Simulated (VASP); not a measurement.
Input of a VASP 6.6.1 run:

The input INCAR:

```
PREC = Accurate
ENCUT = 600
EDIFF = 1E-6
ISMEAR = -1
SIGMA = 0.05
LREAL = False
LASPH = True
NELM = 80
ALGO = Normal
ISIF = 3
LWAVE = False
LCHARG = False
METAGGA = R2SCAN
LMIXTAU = True
IBRION = 2
NSW = 40
EDIFFG = -0.005
```

Contents of KPOINTS:

```
Automatic mesh
0
Gamma
  8 8 8
```

Contents of POSCAR:

```
AlCl
1.0
    0.0000000000      2.8486347600      2.8486347600
    2.8486347600      0.0000000000      2.8486347600
    2.8486347600      2.8486347600      0.0000000000
Al Cl
1 1
Direct
    0.5000000000      0.5000000000      0.5000000000
    0.0000000000      0.0000000000      0.0000000000
```

Potentials or basis: VASP PAW PBE potentials, release 64 (Al, Cl).

Run with:

```sh
$ cat potpaw_PBE.64/Al/POTCAR potpaw_PBE.64/Cl/POTCAR > POTCAR
$ mpirun -np 1 vasp_std > vasp.out
```

(1) Estimate the band gap on the k mesh.

(2) Estimate the space group after relaxing (to 0.05 Å).

## Answers

(1) 0.72 eV, direct.

(2) Fm-3m (No. 225).
